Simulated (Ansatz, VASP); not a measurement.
**Code comparison for Sn2Pt (Fm-3m, 3 atoms in the cell)**

Self-consistent single point.

```
Sn2Pt
1.0
    0.00000     3.24309     3.24309
    3.24309     0.00000     3.24309
    3.24309     3.24309     0.00000
Sn Pt
2 1
Direct
  0.75000   0.75000   0.75000
  0.25000   0.25000   0.25000
  0.00000   0.00000   0.00000
```

Shared settings, as Ansatz (a first-principles code) writes them: kpoints.mp_grid.grid = 12 12 12; magnetization.spin_orbit = true; scf.occupations.method = gaussian; scf.occupations.width = 0.02 Ry. Potentials and cutoffs stand in the table.

```tsv
code	model	pressure (GPa)	cutoff
Ansatz	LDA (PW92) with spin-orbit coupling, PAW files made with PBE	-4.19	30.9 Ry
VASP	LDA (PZ), spin-orbit coupling, VASP's LDA PAW potentials (set 64)	-4.25	300 eV
```

The spread over the programs that give each value: pressure within 0.06 GPa.

Ansatz's pressure is given at a fixed set of plane waves, as the other plane-wave codes print theirs; with its correction for the finite basis it is -4.12 GPa. The same LDA comes in different parametrisations, which differ slightly.

VASP's run is marked for a possible Pulay error in its stress at this cutoff; no cutoff test was made.

The starting cell comes from a database of computed structures (which also holds hypothetical and non-ambient phases and stackings), without a prior relaxation at this level.

Left out of this page: Elk (with a known weakness of the program).

Keys are those of Ansatz 0.2.
